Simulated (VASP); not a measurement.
# K in VASP: further runs, part 2 of 2

VASP 6.6.1. The steps go on from the part before.

## (3) Work function, PW91

The input, INCAR:

```
PREC = Accurate ; ENCUT = 520
EDIFF = 1E-6 ; ISMEAR = -1
SIGMA = 0.05 ; LREAL = False
LASPH = True ; NELM = 80
ALGO = Fast ; ISIF = 2
LWAVE = False ; LCHARG = True
LDIPOL = True ; IDIPOL = 3
DIPOL = 0.5 0.5 0.500 ; GGA = 91
LELF = True ; LVHAR = True
LVACPOTAV = True
```

The input, KPOINTS:

```
regular mesh
0
Gamma
  6 6 1
```

The input, POSCAR:

```
K
1.0
    4.5345090142      0.0000000000      0.0000000000
   -1.5115030047      4.2751760977      0.0000000000
    0.0000000000      0.0000000000     22.4048222126
K
3
Direct
    0.5000000000      0.5000000000      0.3347493646
    0.0000000000      0.0000000000      0.5000000000
    0.5000000000      0.5000000000      0.6652506354
```

Potentials or basis: VASP PAW PBE potentials, release 64 (K_sv).

The run is started by

```console
$ cat potpaw_PBE.64/K_sv/POTCAR > POTCAR
$ mpirun -np 1 vasp_std > vasp.out
```

OUTCAR:

```text
PREC = Accurate
   ENCUT = 520
   EDIFF = 1E-6
   ISMEAR = -1
   LREAL = False
   LASPH = True
   NELM = 80
   ISIF = 2
   GGA = 91

 ion  position               nearest neighbor table
   1  0.500  0.500  0.335-
   2  0.000  0.000  0.500-
   3  0.500  0.500  0.665-

  LATTYP: Found a base centered orthorhombic cell.
 ALAT       =     5.2360000000
 B/A-ratio  =     1.4142135624
 C/A-ratio  =     4.2789958389

  Lattice vectors:

 A1 = (   4.5345090142,   0.0000000000,   0.0000000000)
 A2 = (  -1.5115030047,   4.2751760977,   0.0000000000)
 A3 = (   0.0000000000,   0.0000000000,  22.4048222126)

Analysis of symmetry for initial positions (statically):
=====================================================================
 Subroutine PRICEL returns:
 Original cell was already a primitive cell.

 Routine SETGRP: Setting up the symmetry group for a
 base centered orthorhombic supercell.

 Subroutine GETGRP returns: Found  8 space group operations
 (whereof  8 operations were pure point group operations)
 out of a pool of  8 trial point group operations.

[... 157 lines left out ...]

 val. band max:       -1.2774690193   @ k =   0.5000   0.1667   0.0000
 cond. band min:      -1.1011294524   @ k =   0.3333   0.1667   0.0000
 fundamental gap:      0.1763395669
 Fermi energy:        -1.1767700007

 k-point     1 :       0.0000    0.0000    0.0000
  band No.  band energies     occupation
      1     -33.5008      2.00000
      2     -33.5008      2.00000
      3     -33.3021      2.00000
      4     -17.0575      2.00000
      5     -17.0547      2.00000
      6     -17.0081      2.00000
[... 237 lines left out ...]
      4     -17.0650      2.00000
      5     -17.0647      2.00000
      6     -17.0463      2.00000
[... 9 lines left out ...]
     16      -0.0076      0.00000
     17       0.4210      0.00000

------------------------ aborting loop because EDIFF is reached ----------------------------------------

  FORCE on cell =-STRESS in cart. coord.  units (eV):
  Direction    XX          YY          ZZ          XY          YZ          ZX
  --------------------------------------------------------------------------------------
  -------------------------------------------------------------------------------------
  Total       -0.0354992     -0.1608694      0.0845745     -0.1773004      0.0000000      0.0000000
  in kB       -0.1309492     -0.5934148      0.3119781     -0.6540251      0.0000000      0.0000000
  external PRESSURE =      -0.1374620 kB  Pullay stress =       0.0000000 kB

 VOLUME and BASIS-vectors are now :
 -----------------------------------------------------------------------------
  energy-cutoff  :      520.00
  volume of cell :      434.34
      direct lattice vectors                 reciprocal lattice vectors
     4.534509014  0.000000000  0.000000000     0.220531042  0.077969498  0.000000000
    -1.511503005  4.275176098  0.000000000     0.000000000  0.233908493  0.000000000
     0.000000000  0.000000000 22.404822213     0.000000000  0.000000000  0.044633249

 POSITION                                       TOTAL-FORCE (eV/Angst)
 -----------------------------------------------------------------------------------
      1.51150      2.13759      7.50000        -0.000000      0.000000     -0.012942
      0.00000      0.00000     11.20241         0.000000      0.000000      0.000000
      1.51150      2.13759     14.90482         0.000000      0.000000      0.012942
 -----------------------------------------------------------------------------------
    total drift:                                0.000000     -0.000000      0.000000

  FREE ENERGIE OF THE ION-ELECTRON SYSTEM (eV)
  ---------------------------------------------------
  free  energy   TOTEN  =        -2.8930357166 eV

  energy  without entropy=       -2.8725732411  energy(sigma->0) =       -2.88280448

 vacuum level on the upper side and lower side of the slab         1.224         1.224
```

OSZICAR:

```text
N       E                     dE             d eps       ncg     rms          rms(c)
DAV:   1     0.178150512009E+03    0.17815E+03   -0.10777E+04   562   0.111E+03
DAV:   2     0.142749263371E+02   -0.16388E+03   -0.16233E+03   524   0.283E+02
DAV:   3    -0.210662801584E+01   -0.16382E+02   -0.16304E+02   670   0.697E+01
[... 15 lines left out ...]
RMM:  19    -0.289302970897E+01   -0.15466E-05   -0.27292E-05   486   0.151E-02    0.976E-04
RMM:  20    -0.289303209721E+01   -0.23882E-05   -0.18744E-05   463   0.110E-02    0.545E-04
RMM:  21    -0.289303390128E+01   -0.18041E-05   -0.15795E-05   384   0.791E-03    0.243E-04
RMM:  22    -0.289303482126E+01   -0.91998E-06   -0.10883E-05   353   0.616E-03    0.262E-04
RMM:  23    -0.289303571660E+01   -0.89534E-06   -0.94264E-06   309   0.472E-03
   1 F= -.28930357E+01 E0= -.28828045E+01  d E =-.204625E-01
```

Run time: 2.2 min. Hardware: 1 thread of Intel Xeon 6975P-C (Granite Rapids), shared host; peak memory 0.5 GiB.

What came out:

* Free energy: -2.8930 eV
* Largest force: 0.013 eV/Å
* Band gap on the k mesh: none (metal or under the smearing width)
* Work function of the upper face: 2.40 eV
* Work function of the lower face: 2.40 eV

Forces in eV/Å, atoms in the order of the input:
```
K    0.000  0.000 -0.013
K    0.000  0.000  0.000
K    0.000  0.000  0.013
```

Levels at points of the mesh, in eV from the Fermi level:
| k point | band 12 | band 13 | band 14 | band 15 | band 16 | band 17 |
| --- | --- | --- | --- | --- | --- | --- |
| (0.00, 0.00, 0.00) | -15.63 | -2.02 | -1.42 | -0.49 | 0.64 | 1.26 |
| (0.50, 0.00, 0.00) | -15.64 | 0.08 | 0.13 | 0.54 | 0.72 | 1.40 |
| (0.50, 0.50, 0.00) | -15.65 | 0.62 | 0.78 | 1.12 | 1.17 | 1.60 |

Caveat: the PAW data sets were made with another functional, which shifts forces and pressure a little.

## (4) Work function, LDA

The input, INCAR:

```
SYSTEM = K
PREC = High ; ENCUT = 520
EDIFF = 0.001 ; ISMEAR = -1
SIGMA = 0.05 ; LREAL = .False.
LASPH = .True. ; NELM = 80
ALGO = Fast ; ISIF = 2
LWAVE = .False. ; LCHARG = .True.
LDIPOL = .True. ; IDIPOL = 3
DIPOL = 0.5 0.5 0.500 ; GGA = CA
LELF = .True. ; LVHAR = .True.
LVACPOTAV = .True.
```

The input, KPOINTS:

```
regular mesh
0
Gamma
  5 5 1
  0 0 0
```

POSCAR is that of step 3.

Potentials or basis: VASP PAW LDA potentials, release 64 (K_sv).

The run is started by

```console
$ cat potpaw_LDA.64/K_sv/POTCAR > POTCAR
$ mpirun -np 1 vasp_std > vasp.out
```

OUTCAR:

```text
SYSTEM = K
   PREC = High
   ENCUT = 520
   EDIFF = 0.001
   ISMEAR = -1
   LREAL = .False.
   LASPH = .True.
   NELM = 80
   ISIF = 2
   GGA = CA

 ion  position               nearest neighbor table
   1  0.500  0.500  0.335-
   2  0.000  0.000  0.500-
   3  0.500  0.500  0.665-

  LATTYP: Found a base centered orthorhombic cell.
 ALAT       =     5.2360000000
 B/A-ratio  =     1.4142135624
 C/A-ratio  =     4.2789958389

  Lattice vectors:

 A1 = (   4.5345090142,   0.0000000000,   0.0000000000)
 A2 = (  -1.5115030047,   4.2751760977,   0.0000000000)
 A3 = (   0.0000000000,   0.0000000000,  22.4048222126)

Analysis of symmetry for initial positions (statically):
=====================================================================
 Subroutine PRICEL returns:
 Original cell was already a primitive cell.

 Routine SETGRP: Setting up the symmetry group for a
 base centered orthorhombic supercell.

 Subroutine GETGRP returns: Found  8 space group operations
 (whereof  8 operations were pure point group operations)
[... 151 lines left out ...]

  energy without entropy =       -3.11341582  energy(sigma->0) =       -3.13112559

 E-fermi :  -1.4504     XC(G=0):  -3.5726

 val. band max:       -1.5107266113   @ k =   0.2000   0.0000   0.0000
 cond. band min:      -1.4368386671   @ k =   0.4000   0.0000   0.0000
 fundamental gap:      0.0738879443
 Fermi energy:        -1.4504498460

 k-point     1 :       0.0000    0.0000    0.0000
  band No.  band energies     occupation
      1     -33.4103      2.00000
      2     -33.4103      2.00000
      3     -33.2043      2.00000
      4     -17.1377      2.00000
      5     -17.1347      2.00000
      6     -17.0919      2.00000
[... 157 lines left out ...]
      4     -17.1431      2.00000
      5     -17.1429      2.00000
      6     -17.1270      2.00000
[... 9 lines left out ...]
     16       0.2563      0.00000
     17       0.3194      0.00000

------------------------ aborting loop because EDIFF is reached ----------------------------------------

  FORCE on cell =-STRESS in cart. coord.  units (eV):
  Direction    XX          YY          ZZ          XY          YZ          ZX
  --------------------------------------------------------------------------------------
  -------------------------------------------------------------------------------------
  Total       -0.6349273     -0.8718289     -0.2467769     -0.3350295      0.0000000      0.0000000
  in kB       -2.3421182     -3.2160003     -0.9103099     -1.2358559      0.0000000      0.0000000
  external PRESSURE =      -2.1561428 kB  Pullay stress =       0.0000000 kB

 VOLUME and BASIS-vectors are now :
 -----------------------------------------------------------------------------
  energy-cutoff  :      520.00
  volume of cell :      434.34
      direct lattice vectors                 reciprocal lattice vectors
     4.534509014  0.000000000  0.000000000     0.220531042  0.077969498  0.000000000
    -1.511503005  4.275176098  0.000000000     0.000000000  0.233908493  0.000000000
     0.000000000  0.000000000 22.404822213     0.000000000  0.000000000  0.044633249

 POSITION                                       TOTAL-FORCE (eV/Angst)
 -----------------------------------------------------------------------------------
      1.51150      2.13759      7.50000        -0.000000      0.000000      0.059890
      0.00000      0.00000     11.20241        -0.000000      0.000000      0.000000
      1.51150      2.13759     14.90482         0.000000      0.000000     -0.059890
 -----------------------------------------------------------------------------------
    total drift:                               -0.000000      0.000000      0.000000

  FREE ENERGIE OF THE ION-ELECTRON SYSTEM (eV)
  ---------------------------------------------------
  free  energy   TOTEN  =        -3.1488353674 eV

  energy  without entropy=       -3.1134158191  energy(sigma->0) =       -3.13112559
```

OSZICAR:

```text
N       E                     dE             d eps       ncg     rms          rms(c)
DAV:   1     0.193338353298E+03    0.19334E+03   -0.10844E+04   370   0.112E+03
DAV:   2     0.156392693442E+02   -0.17770E+03   -0.17580E+03   354   0.319E+02
DAV:   3    -0.228038447569E+01   -0.17920E+02   -0.17859E+02   475   0.779E+01
DAV:   4    -0.325284701091E+01   -0.97246E+00   -0.96739E+00   458   0.171E+01
DAV:   5    -0.327302131634E+01   -0.20174E-01   -0.20167E-01   457   0.256E+00    0.386E+00
RMM:   6    -0.316948782366E+01    0.10353E+00   -0.61348E-02   387   0.116E+00    0.207E+00
RMM:   7    -0.314939271920E+01    0.20095E-01   -0.52366E-02   386   0.875E-01    0.490E-01
RMM:   8    -0.314830689262E+01    0.10858E-02   -0.13357E-02   329   0.410E-01    0.983E-02
RMM:   9    -0.314883536744E+01   -0.52847E-03   -0.58284E-03   264   0.249E-01
   1 F= -.31488354E+01 E0= -.31311256E+01  d E =-.354195E-01
```

Run time: 28 s. Hardware: 1 thread of Intel Xeon 6975P-C (Granite Rapids), shared host; peak memory 0.23 GiB.

These settings aren't checked as converged (typed here: PREC = High; EDIFF = 0.001; k = 5 × 5 × 1): the numbers below hold their error.

Results:

* Free energy: -3.1488 eV
* Largest force: 0.060 eV/Å
* Band gap on the k mesh: none (metal or under the smearing width)
